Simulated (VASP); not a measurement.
# A VASP study of SiC (Moissanite 3C) (PBE): structure first, properties next, part 3 of 6

Aim: relax SiC (Moissanite 3C) with PBE, compute its properties on that cell and hold them against experiment. The start is a cell from a database of measured crystal structures.

VASP 6.6.1, plane waves and PAW; the level of theory is named at each step.

So far, gap on the k-mesh (eV): step 2 (full relaxation (PBE)) 1.51; step 6 (density of states (PBE)) 1.44.

## (7) Zone-centre phonons (PBE)

Level of this step: PBE; plane waves and PAW (Si, C) (VASP).

Zone-centre modes test whether the atoms sit at a minimum within this cell. IBRION = 8 takes the force constants from linear response, which needs tightly converged orbitals.

Input file INCAR:

```
SYSTEM = SiC
PREC = Accurate
ENCUT = 520
EDIFF = 1E-08
NELM = 100
ISMEAR = 0
SIGMA = 0.05
LREAL = .FALSE.
ALGO = Normal
GGA = PE
NBANDS = 10
LORBIT = 11
LWAVE = .FALSE.
LCHARG = .FALSE.
KPAR = 2
IBRION = 8
LEPSILON = .TRUE.
ISIF = 2
```

Input file POSCAR:

```
SiC
1.0
    0.0000000000      2.1897073425      2.1897073425
    2.1897073425      0.0000000000      2.1897073425
    2.1897073425      2.1897073425      0.0000000000
Si C
1 1
Direct
    0.0000000000      0.0000000000      0.0000000000
    0.2500000000      0.2500000000      0.2500000000
```

Input file KPOINTS:

```
Automatic mesh
0
Gamma
9 9 9
0 0 0
```

Potentials, in the order of the species: Si and C (PBE family, release 64).

Run with:

```
mpirun -np 2 vasp_std
```

The program printed:

```text
[... set-up lines as in an earlier step ...]
 entering main loop
       N       E                     dE             d eps       ncg     rms          rms(c)
[... 11 cycles as in an earlier step ...]
DAV:  12    -0.150605632543E+02   -0.41351E-06   -0.15969E-06   754   0.848E-03    0.992E-04
DAV:  13    -0.150605632951E+02   -0.40823E-07   -0.78634E-08   774   0.214E-03    0.106E-03
DAV:  14    -0.150605632797E+02    0.15389E-07   -0.60718E-09   490   0.567E-04    0.353E-04
DAV:  15    -0.150605632810E+02   -0.13097E-08   -0.71408E-10   360   0.203E-04
   1 F= -.15060563E+02 E0= -.15060563E+02  d E =-.189454E-11
 Linear response reoptimize wavefunctions to high precision
DAV:   1    -0.150605632817E+02   -0.64722E-09   -0.48259E-11   398   0.577E-05
DAV:   2    -0.150605632817E+02   -0.19099E-10   -0.41375E-12   360   0.175E-05
 Linear response G [H, r] |phi>, progress :
  Direction:   1
       N       E                     dE             d eps       ncg     rms
RMM:   1    -0.417167996784E+02   -0.41717E+02   -0.48660E+01  1781   0.441E+01
RMM:   2    -0.325292198452E+02    0.91876E+01   -0.23687E+00  1133   0.113E+01
RMM:   3    -0.325356336474E+02   -0.64138E-02   -0.21539E-02  1162   0.110E+00
RMM:   4    -0.325357861974E+02   -0.15255E-03    0.13629E-04  1210   0.129E-01
RMM:   5    -0.325358267729E+02   -0.40575E-04    0.45156E-05  1214   0.170E-02
RMM:   6    -0.325358314280E+02   -0.46551E-05    0.51616E-06  1256   0.235E-03
RMM:   7    -0.325358318929E+02   -0.46491E-06    0.57734E-07  1189   0.358E-04
RMM:   8    -0.325358322974E+02   -0.40448E-06   -0.14240E-06  1017   0.718E-05
RMM:   9    -0.325358322771E+02    0.20313E-07   -0.27385E-06   881   0.393E-05
RMM:  10    -0.325358322747E+02    0.24071E-08   -0.31512E-06   791   0.386E-05
RMM:  11    -0.325358322790E+02   -0.43149E-08   -0.24766E-06   668   0.386E-05
RMM:  12    -0.325358322802E+02   -0.11694E-08   -0.28680E-06   497   0.386E-05
 Linear response G [H, r] |phi>, progress :
  Direction:   2
       N       E                     dE             d eps       ncg     rms
RMM:   1    -0.392341039806E+02   -0.39234E+02   -0.57794E+01  1784   0.417E+01
RMM:   2    -0.326574130129E+02    0.65767E+01   -0.16530E+00  1121   0.994E+00
RMM:   3    -0.326697365767E+02   -0.12324E-01   -0.11501E-02  1159   0.929E-01
RMM:   4    -0.326700508942E+02   -0.31432E-03    0.22720E-04  1198   0.107E-01
RMM:   5    -0.326700894267E+02   -0.38533E-04    0.43592E-05  1217   0.139E-02
RMM:   6    -0.326700937816E+02   -0.43550E-05    0.47012E-06  1264   0.195E-03
RMM:   7    -0.326700942146E+02   -0.43292E-06    0.80324E-07  1172   0.301E-04
RMM:   8    -0.326700943675E+02   -0.15290E-06    0.35923E-07   997   0.649E-05
RMM:   9    -0.326700943640E+02    0.35038E-08   -0.95112E-07   877   0.397E-05
RMM:  10    -0.326700943607E+02    0.32833E-08   -0.68845E-07   812   0.390E-05
RMM:  11    -0.326700943623E+02   -0.15720E-08   -0.72472E-07   650   0.391E-05
RMM:  12    -0.326700943607E+02    0.15302E-08   -0.68309E-07   482   0.390E-05
 Linear response G [H, r] |phi>, progress :
  Direction:   3
       N       E                     dE             d eps       ncg     rms
RMM:   1    -0.257631792192E+02   -0.25763E+02    0.87409E+01  1682   0.426E+01
RMM:   2    -0.223522806719E+02    0.34109E+01   -0.22218E+00  1103   0.106E+01
RMM:   3    -0.223482852539E+02    0.39954E-02   -0.29065E-02  1130   0.106E+00
RMM:   4    -0.223478162614E+02    0.46899E-03   -0.34656E-04  1204   0.128E-01
RMM:   5    -0.223478158786E+02    0.38276E-06   -0.31162E-06  1203   0.174E-02
RMM:   6    -0.223478162285E+02   -0.34992E-06    0.12699E-06  1208   0.253E-03
RMM:   7    -0.223478163232E+02   -0.94650E-07    0.15169E-06  1112   0.402E-04
RMM:   8    -0.223478163818E+02   -0.58581E-07    0.39794E-06   977   0.806E-05
RMM:   9    -0.223478163840E+02   -0.22736E-08    0.35129E-07   801   0.378E-05
RMM:  10    -0.223478163847E+02   -0.70406E-09    0.61158E-07   705   0.354E-05
RMM:  11    -0.223478163848E+02   -0.21160E-10    0.33165E-07   598   0.355E-05
RMM:  12    -0.223478163848E+02    0.13536E-11    0.46240E-07   499   0.356E-05
 Linear response to external field (no local field effect), progress :
  Direction:   1
       N       E                     dE             d eps       ncg     rms          rms(c)
RMM:   1    -0.444613121879E+00   -0.44461E+00   -0.18505E+00  1599   0.280E+00
RMM:   2    -0.455840024895E+00   -0.11227E-01   -0.32404E-03  1122   0.404E-01
RMM:   3    -0.455861716318E+00   -0.21691E-04   -0.18808E-05  1141   0.277E-02
RMM:   4    -0.455861871323E+00   -0.15500E-06   -0.15702E-07  1164   0.279E-03
RMM:   5    -0.455861873418E+00   -0.20948E-08   -0.59103E-10  1114   0.292E-04
 change of polarisation eV/A/(eV/A) component  1 :     0.912     0.482     0.080
 dielectric tensor                  component  1 :     8.857     4.156     0.690
 Linear response to external field (no local field effect), progress :
  Direction:   2
       N       E                     dE             d eps       ncg     rms          rms(c)
RMM:   1    -0.436190306140E+00   -0.43619E+00   -0.18039E+00  1599   0.271E+00
RMM:   2    -0.446835453119E+00   -0.10645E-01   -0.31836E-03  1126   0.391E-01
RMM:   3    -0.446856990616E+00   -0.21537E-04   -0.17929E-05  1137   0.269E-02
RMM:   4    -0.446857130638E+00   -0.14002E-06   -0.15470E-07  1152   0.265E-03
RMM:   5    -0.446857132062E+00   -0.14236E-08   -0.14172E-09  1104   0.273E-04
 change of polarisation eV/A/(eV/A) component  2 :     0.482     0.894    -0.074
 dielectric tensor                  component  2 :     4.156     8.702    -0.639
 Linear response to external field (no local field effect), progress :
  Direction:   3
       N       E                     dE             d eps       ncg     rms          rms(c)
RMM:   1    -0.191710529126E+00   -0.19171E+00   -0.65865E-01  1580   0.213E+00
RMM:   2    -0.195781492800E+00   -0.40710E-02   -0.13852E-03  1111   0.287E-01
RMM:   3    -0.195790776181E+00   -0.92834E-05   -0.87638E-06  1127   0.194E-02
RMM:   4    -0.195790829855E+00   -0.53674E-07   -0.10263E-07  1153   0.201E-03
RMM:   5    -0.195790828979E+00    0.87603E-09   -0.30168E-09  1061   0.213E-04
 change of polarisation eV/A/(eV/A) component  3 :     0.080    -0.074     0.392
 dielectric tensor                  component  3 :     0.688    -0.639     4.374
 Linear response to external field, progress :
  Direction:   1
       N       E                     dE             d eps       ncg     rms          rms(c)
RMM:   1    -0.357515407541E+00   -0.35752E+00   -0.14378E+00  5725   0.254E+00
RMM:   2    -0.366152325729E+00   -0.86369E-02   -0.26027E-03  3980   0.360E-01    0.879E-01
RMM:   3    -0.360069188443E+00    0.60831E-02   -0.46897E-03  4012   0.424E-01    0.520E-01
RMM:   4    -0.376007433707E+00   -0.15938E-01   -0.60395E-03  4015   0.494E-01    0.854E-02
RMM:   5    -0.379764142710E+00   -0.37567E-02   -0.15957E-04  4020   0.936E-02    0.133E-02
RMM:   6    -0.379965175945E+00   -0.20103E-03   -0.23513E-06  4210   0.117E-02    0.610E-03
RMM:   7    -0.380099690717E+00   -0.13451E-03   -0.72914E-07  4054   0.689E-03    0.495E-04
RMM:   8    -0.380104737942E+00   -0.50472E-05   -0.90255E-09  4396   0.620E-04    0.192E-04
RMM:   9    -0.380104127035E+00    0.61091E-06   -0.25276E-09  4095   0.334E-04    0.349E-05
RMM:  10    -0.380104453589E+00   -0.32655E-06    0.53471E-12  2788   0.337E-05    0.781E-06
 change of polarisation eV/A/(eV/A) component  1 :     0.704     0.196     0.121
 dielectric tensor                  component  1 :     7.069     1.692     1.041
 Linear response to external field, progress :
  Direction:   2
       N       E                     dE             d eps       ncg     rms          rms(c)
RMM:   1    -0.357515032762E+00   -0.35752E+00   -0.14378E+00  5725   0.254E+00
RMM:   2    -0.366152320248E+00   -0.86373E-02   -0.26015E-03  3980   0.360E-01    0.879E-01
RMM:   3    -0.360068964377E+00    0.60834E-02   -0.46882E-03  4012   0.424E-01    0.520E-01
RMM:   4    -0.376007450482E+00   -0.15938E-01   -0.60376E-03  4015   0.494E-01    0.854E-02
RMM:   5    -0.379764201980E+00   -0.37568E-02   -0.15972E-04  4018   0.936E-02    0.133E-02
RMM:   6    -0.379965231392E+00   -0.20103E-03   -0.23808E-06  4206   0.117E-02    0.610E-03
RMM:   7    -0.380099763776E+00   -0.13453E-03   -0.73674E-07  4059   0.689E-03    0.495E-04
RMM:   8    -0.380104822497E+00   -0.50587E-05   -0.10357E-08  4387   0.619E-04    0.193E-04
RMM:   9    -0.380104215032E+00    0.60747E-06   -0.27833E-09  4109   0.335E-04    0.362E-05
RMM:  10    -0.380104507123E+00   -0.29209E-06    0.15175E-10  2735   0.319E-05    0.860E-06
 change of polarisation eV/A/(eV/A) component  2 :     0.174     0.704     0.121
 dielectric tensor                  component  2 :     1.496     7.069     1.039
 Linear response to external field, progress :
  Direction:   3
       N       E                     dE             d eps       ncg     rms          rms(c)
RMM:   1    -0.357515070524E+00   -0.35752E+00   -0.14378E+00  5725   0.254E+00
RMM:   2    -0.366152298132E+00   -0.86372E-02   -0.26022E-03  3980   0.360E-01    0.879E-01
RMM:   3    -0.360069035302E+00    0.60833E-02   -0.46901E-03  4012   0.424E-01    0.520E-01
RMM:   4    -0.376007373677E+00   -0.15938E-01   -0.60395E-03  4014   0.494E-01    0.854E-02
RMM:   5    -0.379764166036E+00   -0.37568E-02   -0.15961E-04  4018   0.936E-02    0.133E-02
RMM:   6    -0.379965230879E+00   -0.20106E-03   -0.23568E-06  4206   0.117E-02    0.610E-03
RMM:   7    -0.380099770061E+00   -0.13454E-03   -0.73271E-07  4059   0.689E-03    0.494E-04
RMM:   8    -0.380104825870E+00   -0.50558E-05   -0.91001E-09  4392   0.620E-04    0.193E-04
RMM:   9    -0.380104218339E+00    0.60753E-06   -0.23833E-09  4100   0.335E-04    0.361E-05
RMM:  10    -0.380104511983E+00   -0.29364E-06   -0.28596E-10  2746   0.320E-05    0.842E-06
 change of polarisation eV/A/(eV/A) component  3 :     0.133     0.184     0.704
 dielectric tensor                  component  3 :     1.150     1.583     7.069
 Linear response DOF=           2
 Linear response progress:
  Degree of freedom:   1/  2
       N       E                     dE             d eps       ncg     rms          rms(c)
RMM:   1    -0.160335393966E-01   -0.16034E-01   -0.66551E-03  5931   0.858E-01
RMM:   2    -0.139379410712E-01    0.20956E-02   -0.59672E-04  3852   0.190E-01    0.123E-01
RMM:   3    -0.138204723540E-01    0.11747E-03    0.14826E-04  3917   0.475E-02    0.712E-02
RMM:   4    -0.138617334513E-01   -0.41261E-04    0.16026E-04  3911   0.525E-02    0.879E-03
RMM:   5    -0.138598473846E-01    0.18861E-05    0.23463E-05  3980   0.111E-02    0.172E-03
RMM:   6    -0.138574832458E-01    0.23641E-05    0.41675E-06  4061   0.146E-03    0.710E-04
RMM:   7    -0.138560088781E-01    0.14744E-05    0.11133E-06  4083   0.414E-04    0.104E-04
RMM:   8    -0.138561762166E-01   -0.16734E-06   -0.11491E-08  4176   0.960E-05    0.159E-05
RMM:   9    -0.138561998182E-01   -0.23602E-07   -0.34007E-08  4218   0.279E-05    0.928E-06
RMM:  10    -0.138561719574E-01    0.27861E-07    0.37929E-09  4247   0.684E-06    0.692E-07
RMM:  11    -0.138561711329E-01    0.82450E-09   -0.29872E-09  3221   0.144E-06    0.207E-07
 first order change of Fermi-energy   0.35323E-04
 force on displaced ion       1 direction 1 : -18.575   0.000   0.000
 Born effective charge ion    1 direction 1 :   2.685   0.000   0.000
 Linear response progress:
  Degree of freedom:   2/  2
       N       E                     dE             d eps       ncg     rms          rms(c)
RMM:   1    -0.125519286873E+00   -0.12552E+00    0.69481E-02  5466   0.206E+00
RMM:   2    -0.123310781606E+00    0.22085E-02   -0.21983E-03  3827   0.391E-01    0.194E-01
RMM:   3    -0.123530463041E+00   -0.21968E-03   -0.63495E-04  3731   0.163E-01    0.970E-02
RMM:   4    -0.124643805282E+00   -0.11133E-02   -0.50623E-04  3719   0.139E-01    0.198E-02
RMM:   5    -0.124636503992E+00    0.73013E-05   -0.50154E-06  4004   0.240E-02    0.191E-03
RMM:   6    -0.124643787621E+00   -0.72836E-05    0.18699E-07  4131   0.242E-03    0.104E-03
RMM:   7    -0.124638892885E+00    0.48947E-05    0.22162E-07  4087   0.895E-04    0.748E-05
RMM:   8    -0.124639784124E+00   -0.89124E-06   -0.87816E-09  4305   0.119E-04    0.351E-05
RMM:   9    -0.124639744202E+00    0.39922E-07   -0.18962E-08  4215   0.565E-05    0.469E-06
RMM:  10    -0.124639732911E+00    0.11291E-07   -0.53232E-09  4400   0.703E-06    0.328E-06
RMM:  11    -0.124639745600E+00   -0.12690E-07   -0.28639E-09  3748   0.550E-06    0.440E-07
RMM:  12    -0.124639741882E+00    0.37184E-08    0.36999E-10  3045   0.142E-06    0.109E-07
 first order change of Fermi-energy   0.13475E-03
 force on displaced ion       2 direction 1 : -18.582  -0.000  -0.000
 Born effective charge ion    2 direction 1 :  -2.702   0.000   0.000
 Born effective charges drift removed
 Linear response finished
```

The job ended after 1.9 min (2 MPI ranks of AMD EPYC 7R43, shared host; peak memory 0.31 GiB; 3.8 min of CPU time).

Parts of OUTCAR (step 7):

```text
   NELECT =       8.0000    total number of electrons

  Total       -0.0002659     -0.0002659     -0.0002659      0.0000000      0.0000000     -0.0000000
  in kB       -0.0202844     -0.0202844     -0.0202844      0.0000000      0.0000000     -0.0000000
  external PRESSURE =      -0.0202844 kB  Pullay stress =       0.0000000 kB

 POSITION                                       TOTAL-FORCE (eV/Angst)
 -----------------------------------------------------------------------------------
      0.00000      0.00000      0.00000        -0.000000     -0.000000      0.000000
      1.09485      1.09485      1.09485         0.000000      0.000000     -0.000000
 -----------------------------------------------------------------------------------
    total drift:                                0.000000      0.000000      0.000000

 MACROSCOPIC STATIC DIELECTRIC TENSOR (including local field effects in DFT)
 ------------------------------------------------------
           7.069257    -0.000000    -0.000000
          -0.000000     7.069257     0.000000
          -0.000000    -0.000000     7.069257
 ------------------------------------------------------

 PIEZOELECTRIC TENSOR (including local field effects)  for field in x, y, z        (C/m^2)
          XX          YY          ZZ          XY          YZ          ZX
  --------------------------------------------------------------------------------
  x     0.00000    -0.00000    -0.00000     0.00000    -0.98861     0.00000
  y     0.00000     0.00000    -0.00000     0.00000     0.00000    -0.98861
  z    -0.00000    -0.00000     0.00000    -0.98861     0.00000     0.00000

 BORN EFFECTIVE CHARGES (including local field effects) (in |e|, cummulative output)
 ---------------------------------------------------------------------------------
 ion    1
    1     2.69251    -0.00000     0.00000
    2     0.00000     2.69251    -0.00000
    3     0.00000     0.00000     2.69251
 ion    2
    1    -2.69251     0.00000    -0.00000
    2     0.00000    -2.69251     0.00000
    3     0.00000     0.00000    -2.69251

 Eigenvectors and eigenvalues of the dynamical matrix
 ----------------------------------------------------

   1 f  =   23.232574 THz   145.974567 2PiTHz  774.955249 cm-1    96.082162 meV
             X         Y         Z           dx          dy          dz
      0.000000  0.000000  0.000000    -0.547250    0.000000    0.000000
      1.094854  1.094854  1.094854     0.836969    0.000000    0.000000

   2 f  =   23.232574 THz   145.974567 2PiTHz  774.955249 cm-1    96.082162 meV
             X         Y         Z           dx          dy          dz
      0.000000  0.000000  0.000000     0.000000   -0.547250    0.000000
      1.094854  1.094854  1.094854     0.000000    0.836969    0.000000

   3 f  =   23.232574 THz   145.974567 2PiTHz  774.955249 cm-1    96.082162 meV
             X         Y         Z           dx          dy          dz
      0.000000  0.000000  0.000000     0.000000    0.000000   -0.547250
      1.094854  1.094854  1.094854     0.000000    0.000000    0.836969

   4 f/i=    0.001876 THz     0.011790 2PiTHz    0.062592 cm-1     0.007760 meV
             X         Y         Z           dx          dy          dz
      0.000000  0.000000  0.000000    -0.836969    0.000000    0.000000
      1.094854  1.094854  1.094854    -0.547250    0.000000    0.000000

   5 f/i=    0.001876 THz     0.011790 2PiTHz    0.062592 cm-1     0.007760 meV
             X         Y         Z           dx          dy          dz
      0.000000  0.000000  0.000000     0.000000    0.836969    0.000000
      1.094854  1.094854  1.094854     0.000000    0.547250    0.000000

   6 f/i=    0.001876 THz     0.011790 2PiTHz    0.062592 cm-1     0.007760 meV
             X         Y         Z           dx          dy          dz
      0.000000  0.000000  0.000000     0.000000    0.000000    0.836969
      1.094854  1.094854  1.094854     0.000000    0.000000    0.547250

 MACROSCOPIC STATIC DIELECTRIC TENSOR IONIC CONTRIBUTION
 ------------------------------------------------------
           3.362621    -0.000000     0.000000
          -0.000000     3.362621     0.000000
           0.000000     0.000000     3.362621
 ------------------------------------------------------

 ELASTIC MODULI CONTR FROM IONIC RELAXATION (kBar)
 Direction    XX          YY          ZZ          XY          YZ          ZX
 --------------------------------------------------------------------------------
 XX          -0.0000      0.0000      0.0000      0.0000     -0.0000      0.0000
 YY           0.0000     -0.0000      0.0000      0.0000      0.0000     -0.0000
 ZZ           0.0000      0.0000     -0.0000     -0.0000      0.0000      0.0000
 XY           0.0000      0.0000     -0.0000   -214.1057     -0.0000      0.0000
 YZ          -0.0000      0.0000      0.0000     -0.0000   -214.1057      0.0000
 ZX           0.0000     -0.0000      0.0000      0.0000      0.0000   -214.1057
 --------------------------------------------------------------------------------

 PIEZOELECTRIC TENSOR IONIC CONTR  for field in x, y, z        (C/m^2)
          XX          YY          ZZ          XY          YZ          ZX
  --------------------------------------------------------------------------------
  x     0.00000    -0.00000    -0.00000     0.00000     0.79841    -0.00000
  y    -0.00000     0.00000    -0.00000    -0.00000    -0.00000     0.79841
  z    -0.00000    -0.00000     0.00000     0.79841     0.00000     0.00000

[... 8 parts as in an earlier step ...]

[... 3 further parts left out ...]
```

Energies printed during the response cycles are not total energies of the cell.

Numbers from this step:

| Item | Value |
| --- | --- |
| bands | 10 |
| irreducible k-points | 35 |
| pressure of the cell | -0.002028 GPa |
| largest force of the cell | 0 eV/Å |
| Fermi energy | 8.155 eV |
| conduction bottom at k | 0.4444, 0.4444, 0 |
| least direct gap at k | 0.4444, 0.4444, 0 |
| gap on the k-mesh | 1.513 eV |
| least direct gap on the k-mesh | 4.605 eV |

Electronic dielectric tensor with local fields:

```
7.07 0.00 0.00
0.00 7.07 0.00
0.00 0.00 7.07
```

Ionic part of the static dielectric tensor:

```
3.36 0.00 0.00
0.00 3.36 0.00
0.00 0.00 3.36
```

Born effective charge (e), principal values of the symmetric part by kind of site:

| atom | atoms with these values | low | middle | high | mean |
| --- | --- | --- | --- | --- | --- |
| Si1 | 1 | 2.69 | 2.69 | 2.69 | 2.69 |
| C2 | 1 | -2.69 | -2.69 | -2.69 | -2.69 |

In full for C2:

```
-2.69  0.00  0.00
 0.00 -2.69  0.00
 0.00  0.00 -2.69
```

Infrared lines, with heights relative to the strongest:

| position (cm⁻¹) | lines merged | squared mode dipole, relative |
| --- | --- | --- |
| 775 | 3 | 100 |

Transverse limit, no LO-TO splitting. Modes at Γ, with each element's share of the kinetic energy:

| mode | frequency (cm⁻¹) | symmetry | IR | Si % | C % |
| --- | --- | --- | --- | --- | --- |
| 1 | -0.1 | acoustic | 5.5e-9 | 70 | 30 |
| 2 | -0.1 | acoustic | 5.5e-9 | 70 | 30 |
| 3 | -0.1 | acoustic | 5.5e-9 | 70 | 30 |
| 4 | 775.0 | T2 | 0.86 | 30 | 70 |
| 5 | 775.0 | T2 | 0.86 | 30 | 70 |
| 6 | 775.0 | T2 | 0.86 | 30 | 70 |

Displacements in mode 5 (775.0 cm⁻¹), the largest set to 1:
```
Si1  0.00 -0.43  0.00
C2   0.00  1.00  0.00
```

Piezoelectric tensor, ionic part (C/m²), by row:

| field | xx | yy | zz | xy | yz | zx |
| --- | --- | --- | --- | --- | --- | --- |
| x | 0 | 0 | 0 | 0 | 0.7984 | 0 |
| y | 0 | 0 | 0 | 0 | 0 | 0.7984 |
| z | 0 | 0 | 0 | 0.7984 | 0 | 0 |

Piezoelectric tensor with clamped ions (C/m²), by row:

| field | xx | yy | zz | xy | yz | zx |
| --- | --- | --- | --- | --- | --- | --- |
| x | 0 | 0 | 0 | 0 | -0.9886 | 0 |
| y | 0 | 0 | 0 | 0 | 0 | -0.9886 |
| z | 0 | 0 | 0 | -0.9886 | 0 | 0 |

The Born charges sum to zero; the printed set may have that rule imposed, so this is no test. Born charges and mode vectors give each infrared mode its dipole; summed over the modes, dipole squared over frequency squared adds 3.36 to the electronic 7.07, for a mean static constant of 10.4. With one infrared mode the Lyddane-Sachs-Teller relation, LO/TO = (ε0/ε∞)^½, puts the longitudinal line at 941 cm⁻¹. By the characters of their eigenvectors the optical modes sort into (cm⁻¹) Raman active: T2 775; infrared active: T2 775.

[end of part 3 of 6]

[Lines on the potential files, build, host, timing and source positions are cut from VASP's logs without a mark.]

[Logs are printed without paths, hosts, clocks, repeated set-up lines and the standing remarks that a program may print on its own settings, such as how far it seeks lower states.]

[Hosts, paths, dates, database ids (printed as entryN), source tags and the programs' standing remarks are cut or masked in the printed files.]

[A measured line is paired with the nearest computed mode of its activity, which favours agreement.]
